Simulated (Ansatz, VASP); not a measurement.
**Two plane-wave programs on TaAl2O4**

```xyz
7
Lattice="5.1678 0.0000 0.0000 0.0000 5.1678 0.0000 0.0000 0.0000 2.5839" Properties=species:S:1:pos:R:3 pbc="T T T"
Ta    0.0000    0.0000    0.0000
Al    0.0000    2.5839    0.0000
Al    2.5839    0.0000    0.0000
O     1.2919    3.8758    1.2919
O     1.2919    1.2919    1.2919
O     3.8758    3.8758    1.2919
O     3.8758    1.2919    1.2919
```

Change from the starting cell: ordered mixture with vacancies on the cation sites of caesium chloride (P4/mmm, No. 123).

Alike in both runs: task single point; functional PBE; k mesh 4 × 4 × 6; occupations gaussian, width 0.1 eV; no spin polarisation.

|  | VASP | Ansatz |
| --- | --- | --- |
| version | VASP 6.6.1 | Ansatz 0.2.0 |
| potentials or method | VASP PAW PBE potentials, release 64 (Ta_pv, Al, O) | scalar-relativistic, plane waves, PAW |
| plane-wave cutoff (eV) | 520 | 420 |
| valence electrons in the cell | 41 | 43 |

|  | VASP | Ansatz | Ansatz less VASP |
| --- | --- | --- | --- |
| gap on the k mesh at the Fermi level (eV) | none | none | - |
| pressure (GPa) | 9.7 | 9.3 | -0.40 |
| largest component of the traceless stress (GPa) | 14.91 | 14.83 | -0.078 |
| rms of the force components (eV/Å) | 0.587 | 0.604 | +0.0166 |

Atom by atom the forces differ by 0.017 eV/Å (rms over components). A gap of «none» marks a metal or a gap that the smearing closes. The two sets of potentials don't hold the same shells in valence.

Caveats: the k mesh is coarse (spacing up to 0.41 Å⁻¹), so the values aren't converged; an odd number of electrons without spin polarisation forces a metal; a magnetic or distorted state may lie lower. The runs have no spin-orbit coupling, so splittings on Ta are missing.
